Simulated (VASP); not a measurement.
# Be2Au (Fm-3m) in VASP: settings compared

The runs below take Be2Au through relaxation of cell and atoms, single point, atomic charges, with PBE, PBE+TS, RPBE+D3+U.

Everything below comes from runs of VASP 6.6.1. Logs are shortened: lines on timing, memory, paths and dates and some standing lists are left out, and cuts for length are marked.

**1. Starting point**

It takes space group Fm-3m (No. 225, cubic). The conventional cell has a = 5.478 Å, b = 5.478 Å, c = 5.478 Å, α = 90.00°, β = 90.00°, γ = 90.00°. Be (site symmetry -43m) has 4 Au at 2.37 Å as nearest neighbours. Au (site symmetry m-3m) is surrounded by 8 Be at 2.37 Å.

The cell was built by a generator and needn't be a form met in nature.

**2. Relaxation of cell and atoms, PBE**

The input, INCAR:

```
ALGO = Normal
EDIFF = 1E-7
EDIFFG = -0.02
ENCUT = 600
GGA = PE
IBRION = 2
ISIF = 3
ISMEAR = 1
LASPH = T
LCHARG = F
LREAL = F
LWAVE = F
NELM = 60
NSW = 60
PREC = Accurate
SIGMA = 0.1
```

The input, KPOINTS:

```
k-points
0
Gamma
  8 8 8
```

The input, POSCAR:

```
Be2Au
1.0
    0.0000000000      2.7388400000      2.7388400000
    2.7388400000      0.0000000000      2.7388400000
    2.7388400000      2.7388400000      0.0000000000
Be Au
2 1
Direct
    0.2500000000      0.2500000000      0.2500000000
    0.7500000000      0.7500000000      0.7500000000
    0.0000000000      0.0000000000      0.0000000000
```

Potentials or basis: VASP PAW PBE potentials, release 64 (Be, Au).

Command:

```
$ cat potpaw_PBE.64/Be/POTCAR potpaw_PBE.64/Au/POTCAR > POTCAR
$ mpirun -np 1 vasp_std > vasp.out
```

OUTCAR:

```text
EDIFF = 1E-7
   EDIFFG = -0.02
   ENCUT = 600
   GGA = PE
   IBRION = 2
   ISIF = 3
   ISMEAR = 1
   LASPH = T
   LREAL = F
   NELM = 60
   NSW = 60
   PREC = Accurate

 ion  position               nearest neighbor table
   1  0.250  0.250  0.250-   3 2.37   3 2.37   3 2.37   3 2.37
   2  0.750  0.750  0.750-   3 2.37   3 2.37   3 2.37   3 2.37
   3  0.000  0.000  0.000-   2 2.37   2 2.37   2 2.37   1 2.37   2 2.37   1 2.37   1 2.37   1 2.37

  LATTYP: Found a face centered cubic cell.
 ALAT       =     5.4776800000

  Lattice vectors:

 A1 = (   0.0000000000,   2.7388400000,   2.7388400000)
 A2 = (   2.7388400000,   0.0000000000,   2.7388400000)
 A3 = (   2.7388400000,   2.7388400000,   0.0000000000)

Analysis of symmetry for initial positions (statically):
=====================================================================
 Subroutine PRICEL returns:
 Original cell was already a primitive cell.

 Routine SETGRP: Setting up the symmetry group for a
 face centered cubic supercell.

 Subroutine GETGRP returns: Found 48 space group operations
 (whereof 48 operations were pure point group operations)
 out of a pool of 48 trial point group operations.

The static configuration has the point symmetry O_h .

Analysis of symmetry for dynamics (positions and initial velocities):
=====================================================================
 Subroutine PRICEL returns:
 Original cell was already a primitive cell.

 Routine SETGRP: Setting up the symmetry group for a
 face centered cubic supercell.

 Subroutine GETGRP returns: Found 48 space group operations
 (whereof 48 operations were pure point group operations)
 out of a pool of 48 trial point group operations.

The dynamic configuration has the point symmetry O_h .

 Subroutine INISYM returns: Found 48 space group operations
 (whereof 48 operations are pure point group operations),
 and found     1 'primitive' translations

----------------------------------------------------------------------------------------

                                     Primitive cell

  volume of cell :      41.0894

  direct lattice vectors                    reciprocal lattice vectors
     0.000000000  2.738840000  2.738840000    -0.182559040  0.182559040  0.182559040
     2.738840000  0.000000000  2.738840000     0.182559040 -0.182559040  0.182559040
     2.738840000  2.738840000  0.000000000     0.182559040  0.182559040 -0.182559040

  length of vectors
     3.873304673  3.873304673  3.873304673     0.316201532  0.316201532  0.316201532

  position of ions in fractional coordinates (direct lattice)
     0.250000000  0.250000000  0.250000000
     0.750000000  0.750000000  0.750000000
     0.000000000  0.000000000  0.000000000

  ion indices of the primitive-cell ions
   primitive index   ion index
                 1           1
                 2           2
                 3           3

----------------------------------------------------------------------------------------

 KPOINTS: k-points

Automatic generation of k-mesh.
 Grid dimensions read from file:
 generate k-points for:    8    8    8

 Generating k-lattice:

  Cartesian coordinates                     Fractional coordinates (reciprocal lattice)
    -0.022819880  0.022819880  0.022819880     0.125000000  0.000000000  0.000000000
     0.022819880 -0.022819880  0.022819880     0.000000000  0.125000000  0.000000000
     0.022819880  0.022819880 -0.022819880     0.000000000  0.000000000  0.125000000

  Length of vectors
     0.039525191  0.039525191  0.039525191

  Shift w.r.t. Gamma in fractional coordinates (k-lattice)
     0.000000000  0.000000000  0.000000000

 Subroutine IBZKPT returns following result:
 ===========================================

 Found     29 irreducible k-points:

 Following reciprocal coordinates:
            Coordinates               Weight
  0.000000  0.000000  0.000000      1.000000
  0.125000  0.000000  0.000000      8.000000
  0.250000  0.000000  0.000000      8.000000
  0.375000  0.000000  0.000000      8.000000
  0.500000  0.000000  0.000000      4.000000
  0.125000  0.125000  0.000000      6.000000
[... 16 lines left out ...]
  0.500000  0.250000  0.125000     48.000000
 -0.375000  0.250000  0.125000     24.000000
 [... further k-points ...]
   k-points           NKPTS =     29   k-points in BZ     NKDIM =     29   number of bands    NBANDS=     11
   number of dos      NEDOS =    301   number of ions     NIONS =      3
   total plane-waves  NPLWV =  32768
   dimension x,y,z NGX =    32 NGY =   32 NGZ =   32
   dimension x,y,z NGXF=    64 NGYF=   64 NGZF=   64
   ions per type =               2   1
   NGX,Y,Z   is equivalent  to a cutoff of  13.73, 13.73, 13.73 a.u.
   NGXF,Y,Z  is equivalent  to a cutoff of  27.47, 27.47, 27.47 a.u.
 SYSTEM =  unknown system
   PREC   = accura    normal or accurate (medium, high low for compatibility)
   ISTART =      0    job   : 0-new  1-cont  2-samecut
   ICHARG =      2    charge: 1-file 2-atom 10-const
   ISPIN  =      1    spin polarized calculation?
   LNONCOLLINEAR =      F non collinear calculations
   LSORBIT =      F    spin-orbit coupling
   LASPH  =      T    aspherical Exc in radial PAW
   ENCUT  =  600.0 eV  44.10 Ry    6.64 a.u.   7.74  7.74  7.74*2*pi/ulx,y,z
   NELM   =     60;   NELMIN=  2; NELMDL= -5     # of ELM steps
   EDIFF  = 0.1E-06   stopping-criterion for ELM
   LREAL  =      F    real-space projection
   EDIFFG = -.2E-01   stopping-criterion for IOM
   NSW    =     60    number of steps for IOM
   IBRION =      2    ionic relax: 0-MD 1-quasi-New 2-CG
   NFREE  =      1    steps in history (QN), initial steepest desc. (CG)
   ISIF   =      3    stress and relaxation
   ISYM   =      2    0-nonsym 1-usesym 2-fastsym
   POTIM  = 0.5000    time-step for ionic-motion
   TEBEG  =    0.0;   TEEND  =   0.0 temperature during run
   PSTRESS=    0.0 pullay stress
   NELECT =      15.0000    total number of electrons
   NUPDOWN=      -1.0000    fix difference up-down
   EMIN   =  10.00;   EMAX   =-10.00  energy-range for DOS
   EFERMI =   0.00;   METHOD = LEGACY
   ISMEAR =     1;   SIGMA  =   0.10  broadening in eV -4-tet -1-fermi 0-gaus
   EFERMI_NEDOS =   21; number of points for ismear=-14 and -15
   IALGO  =     38    algorithm
   IMIX   =      4    mixing-type and parameters
     AMIX     =   0.40;   BMIX     =  1.00
     AMIX_MAG =   1.60;   BMIX_MAG =  1.00
  volume/ion in A,a.u.               =      13.70        92.43
  Fermi-wavevector in a.u.,A,eV,Ry     =   1.170025  2.211027 18.625821  1.368959
  Thomas-Fermi vector in A             =   2.306490
   LORBIT       =      0    0 simple, 1 ext, 2 COOP (PROOUT), +10 PAW based schemes
   GGA     = PE    functional components
   LHFCALC =     F    Hartree Fock is set to
   AEXX    =    0.0000 exact exchange contribution
   IVDW    =     0    specifies the selected vdW correction
   LEPSILON=     F    determine dielectric tensor
   LRPA    =     F    only Hartree local field effects (RPA)
 conjugate gradient relaxation of ions
 non-spin polarized calculation
 Methfessel and Paxton  Order N= 1 SIGMA  =   0.10
  energy-cutoff  :      600.00
  volume of cell :       41.09
 maximum number of plane-waves:      1387
   NGX = 15   NGY = 15   NGZ = 15

 number of electron      15.0000001 magnetization

 Free energy of the ion-electron system (eV)
  ---------------------------------------------------
  ext. energy  EPLUGINS =         0.00000000
  ---------------------------------------------------
  free energy    TOTEN  =       -10.42440349 eV

  energy without entropy =      -10.42379093  energy(sigma->0) =      -10.42419930

 E-fermi :   6.0934     XC(G=0): -10.5472

 val. band max:        6.0622317740   @ k =   0.5000   0.2500   0.0000
 cond. band min:       6.1242340143   @ k =  -0.3750   0.2500   0.1250
 fundamental gap:      0.0620022403
 Fermi energy:         6.0933766630

 k-point     1 :       0.0000    0.0000    0.0000
  band No.  band energies     occupation
      1      -3.3239      2.00000
      2      -0.2843      2.00000
      3      -0.2843      2.00000
      4      -0.2843      2.00000
      5       1.0427      2.00000
      6       1.0427      2.00000
      7      12.0748      0.00000
      8      12.0748      0.00000
      9      12.0751      0.00000
     10      12.4302      0.00000
     11      12.4314      0.00000

 k-point     2 :       0.1250    0.0000    0.0000
  band No.  band energies     occupation
      1      -3.0985      2.00000
      2      -0.2904      2.00000
      3      -0.2097      2.00000
      4      -0.2097      2.00000
      5       1.0219      2.00000
      6       1.0219      2.00000
      7       9.3331      0.00000
      8      10.9418      0.00000
      9      10.9418      0.00000
     10      12.6294      0.00000
     11      12.7426      0.00000

 k-point     3 :       0.2500    0.0000    0.0000
  band No.  band energies     occupation
      1      -2.4742      2.00000
      2      -0.2407      2.00000
      3      -0.0529      2.00000
      4      -0.0529      2.00000
      5       1.0215      2.00000
      6       1.0215      2.00000
      7       6.3072     -0.00997
      8       9.6449      0.00000
      9       9.6449      0.00000
     10      12.5335      0.00000
     11      12.5605      0.00000

 k-point     4 :       0.3750    0.0000    0.0000
  band No.  band energies     occupation
      1      -1.7415      2.00000
      2       0.0438      2.00000
      3       0.0438      2.00000
      4       0.1793      2.00000
      5       1.1275      2.00000
      6       1.1275      2.00000
      7       3.6508      2.00000
      8       8.6424      0.00000
      9       8.6424      0.00000
     10      12.3082      0.00000
     11      12.3889      0.00000

 k-point     5 :       0.5000    0.0000    0.0000
  band No.  band energies     occupation
      1      -1.4626      2.00000
      2       0.0613      2.00000
      3       0.0613      2.00000
      4       1.2114      2.00000
      5       1.2114      2.00000
      6       1.3403      2.00000
      7       1.6972      2.00000
      8       8.2530      0.00000
      9       8.2530      0.00000
     10      12.2220      0.00000
     11      12.3291      0.00000
[... 211 lines left out ...]
 k-point    21 :       0.5000    0.5000    0.0000
  band No.  band energies     occupation
      1      -0.7317      2.00000
      2      -0.5467      2.00000
      3       0.9292      2.00000
      4       0.9292      2.00000
      5       1.3800      2.00000
      6       2.2812      2.00000
      7       2.4110      2.00000
      8       5.1638      2.00000
      9       5.1638      2.00000
     10      11.5116      0.00000
     11      11.5359      0.00000

 k-point    22 :       0.3750    0.2500    0.1250
  band No.  band energies     occupation
      1      -1.9228      2.00000
      2      -0.3460      2.00000
      3       0.0993      2.00000
      4       0.2110      2.00000
      5       0.8289      2.00000
      6       1.2250      2.00000
      7       5.8919      2.01522
      8       6.9193     -0.00000
      9       8.6775      0.00000
     10      12.0673      0.00000
     11      12.7401      0.00000

 k-point    23 :       0.5000    0.2500    0.1250
  band No.  band energies     occupation
      1      -1.1802      2.00000
      2      -0.1785      2.00000
      3       0.1207      2.00000
      4       0.3803      2.00000
      5       1.0323      2.00000
      6       1.3235      2.00000
      7       3.8923      2.00000
      8       6.1791     -0.00665
      9       7.5914     -0.00000
     10      12.0828      0.00000
     11      12.8773      0.00000

 k-point    24 :      -0.3750    0.2500    0.1250
  band No.  band energies     occupation
      1      -0.9112      2.00000
      2      -0.0202      2.00000
      3       0.3944      2.00000
      4       0.4112      2.00000
      5       1.0500      2.00000
      6       1.6029      2.00000
      7       2.6339      2.00000
      8       6.1242      0.50427
      9       6.9956     -0.00000
     10      12.0149      0.00000
     11      12.9152      0.00000

 [... further k-points ...]

------------------------ aborting loop because EDIFF is reached ----------------------------------------

  FORCE on cell =-STRESS in cart. coord.  units (eV):
  Direction    XX          YY          ZZ          XY          YZ          ZX
  --------------------------------------------------------------------------------------
  -------------------------------------------------------------------------------------
  Total       -0.0495669     -0.0495669     -0.0495669      0.0000000     -0.0000000      0.0000000
  in kB       -1.9327368     -1.9327368     -1.9327368      0.0000000     -0.0000000      0.0000000
  external PRESSURE =      -1.9327368 kB  Pullay stress =       0.0000000 kB

 VOLUME and BASIS-vectors are now :
 -----------------------------------------------------------------------------
  energy-cutoff  :      600.00
  volume of cell :       41.09
      direct lattice vectors                 reciprocal lattice vectors
     0.000000000  2.738840000  2.738840000    -0.182559040  0.182559040  0.182559040
     2.738840000  0.000000000  2.738840000     0.182559040 -0.182559040  0.182559040
     2.738840000  2.738840000  0.000000000     0.182559040  0.182559040 -0.182559040

 POSITION                                       TOTAL-FORCE (eV/Angst)
 -----------------------------------------------------------------------------------
      1.36942      1.36942      1.36942        -0.000000     -0.000000     -0.000000
      4.10826      4.10826      4.10826         0.000000      0.000000      0.000000
      0.00000      0.00000      0.00000        -0.000000      0.000000     -0.000000
 -----------------------------------------------------------------------------------
    total drift:                                0.000000     -0.000000      0.000000

  FREE ENERGIE OF THE ION-ELECTRON SYSTEM (eV)
  ---------------------------------------------------
  free  energy   TOTEN  =       -10.4244034917 eV

  energy  without entropy=      -10.4237909292  energy(sigma->0) =      -10.42419930

 reached required accuracy - stopping structural energy minimisation
```

Wall time 5.8 s (1 thread of Intel Xeon 6975P-C (Granite Rapids), shared host); peak memory 0.18 GiB.

Results:

| Property | Result |
| --- | --- |
| Free energy | -10.4244 eV |
| Pressure after relaxing | -0.2 GPa |
| Band gap on the k mesh | none (metal or under the smearing width) |

Final structure:
```yaml
crystal:
  lattice:
    - [0.00000, 2.73884, 2.73884]
    - [2.73884, 0.00000, 2.73884]
    - [2.73884, 2.73884, 0.00000]
  atoms:
    - { symbol: Be, position: [0.25000, 0.25000, 0.25000] }
    - { symbol: Be, position: [0.75000, 0.75000, 0.75000] }
    - { symbol: Au, position: [0.00000, 0.00000, 0.00000] }
```

Caveat: the relaxation stopped at its first step, so nothing moved.

**3. Single point, PBE+TS, non-collinear spin, ferromagnetic start, spin-orbit coupling**

The input, INCAR:

```
SYSTEM = Be2Au
PREC = Accurate
ENCUT = 520
EDIFF = 1E-6
ISMEAR = -1
SIGMA = 0.02
LREAL = .FALSE.
LASPH = .TRUE.
NELM = 60
ALGO = Fast
ISIF = 2
LWAVE = .FALSE.
LCHARG = .TRUE.
LNONCOLLINEAR = .TRUE.
MAGMOM = 0.289 0.289 0.289 0.289 0.289 0.289 0 0 0
LORBIT = 11
LSORBIT = .TRUE.
GGA_COMPAT = .FALSE.
LORBMOM = .TRUE.
LMAXMIX = 4
GGA = PE
IVDW = 2
LVHAR = .TRUE.
NBANDS = 28
```

The input, KPOINTS:

```
Automatic mesh
0
G
  6 6 6
  0 0 0
```

The input, POSCAR:

```
Be2Au
1.0
    0.0000000000      2.7388400000      2.7388400000
    2.7388400000      0.0000000000      2.7388400000
    2.7388400000      2.7388400000      0.0000000000
Be Au
2 1
Cartesian
    1.3694200000      1.3694200000      1.3694200000
    4.1082600000      4.1082600000      4.1082600000
    0.0000000000      0.0000000000      0.0000000000
```

Potentials or basis: VASP PAW PBE potentials, release 64 (Be, Au).

Command:

```
$ cat potpaw_PBE.64/Be/POTCAR potpaw_PBE.64/Au/POTCAR > POTCAR
$ mpirun -np 1 vasp_ncl > vasp.out
```

Wall time 69 s (1 thread of Intel Xeon 6975P-C (Granite Rapids), shared host); peak memory 0.32 GiB.

The run converged. Its results:

```yaml
Free_energy: -12.0282 eV
Pressure: -5.3 GPa
Net_moment: 0.00 μB per cell
Valence_electrons_inside_the_program's_atomic_spheres: Be 0.93; Au 9.96
Hirshfeld_charges: Be -0.08; Au +0.16 e
Dispersion_energy_per_atom: -0.398 eV
```

Moments on the atoms (μB; x, y, z):
```
Be  0.00 0.00 0.00
Be  0.00 0.00 0.00
Au  0.00 0.00 0.00
```

**4. Atomic charges, RPBE+D3+U, spin-orbit coupling, no magnetisation (volume scaled by 0.8)**

The input, INCAR:

```
PREC = Accurate
ENCUT = 520
EDIFF = 1E-7
ISMEAR = 2
SIGMA = 0.2
LREAL = False
LASPH = True
NELM = 80
ALGO = Normal
ISIF = 2
LWAVE = False
LCHARG = False
LNONCOLLINEAR = True
MAGMOM = 0 0 0 0 0 0 0 0 0
LORBIT = 10
LSORBIT = True
GGA_COMPAT = False
LMAXMIX = 4
LDAU = True
LDAUTYPE = 2
LDAUL = -1 2
LDAUU = 0 3
LDAUJ = 0 1
LDAUPRINT = 1
GGA = RP
IVDW = 11
```

The input, KPOINTS:

```
Automatic mesh
0
Gamma
  6 6 6
```

The input, POSCAR:

```
Be2Au
1.0
    0.0000000000      2.5425138322      2.5425138322
    2.5425138322      0.0000000000      2.5425138322
    2.5425138322      2.5425138322      0.0000000000
Be Au
2 1
Direct
    0.2500000000      0.2500000000      0.2500000000
    0.7500000000      0.7500000000      0.7500000000
    0.0000000000      0.0000000000      0.0000000000
```

Command:

```
$ cat potpaw_PBE.64/Be/POTCAR potpaw_PBE.64/Au/POTCAR > POTCAR
$ mpirun -np 1 vasp_ncl > vasp.out
```

Wall time 18 s (1 thread of Intel Xeon 6975P-C (Granite Rapids), shared host); peak memory 0.26 GiB.

It converged, with:

| Property | Result |
| --- | --- |
| Free energy | -9.8373 eV |
| Pressure | 28.2 GPa |
| Valence electrons inside the program's atomic spheres | Be 1.18; Au 10.39 |
| Dispersion energy per atom | -0.702 eV |

Caveat: the PAW data sets were made with another functional, which shifts forces and pressure a little; the U is typed as a test and isn't derived for this compound.

**5. Overview**

```tsv
task	level	spin	U	cell	k mesh	cutoff (eV)	smearing	LDAUTYPE	hund's J	other keys	pressure (GPa)
relaxation of cell and atoms	PBE	off	-	relaxed	8 × 8 × 8	600	methfessel-paxton 0.1 eV	-	-	-	-0.2
single point	PBE+TS	non-collinear, ferromagnetic start, SOC	-	as given	6 × 6 × 6	520	fermi-dirac 0.02 eV	-	-	-	-5.3
atomic charges	RPBE+D3+U	SOC, no magnetisation	Au d U = 3 eV, J = 1.0 eV	volume scaled by 0.8	6 × 6 × 6	520	methfessel-paxton 2 0.2 eV	2	1	ISMEAR = 2; SIGMA = 0.2	28.2
```

Alike in all rows: potentials or basis VASP PAW PBE potentials, release 64 (Be, Au).

Caveats: the relaxation stopped at its first step, so nothing moved (some runs); the PAW data sets were made with another functional, which shifts forces and pressure a little (some runs); the U is typed as a test and isn't derived for this compound (some runs).

Absolute energies hang on the potentials; compare differences alone.
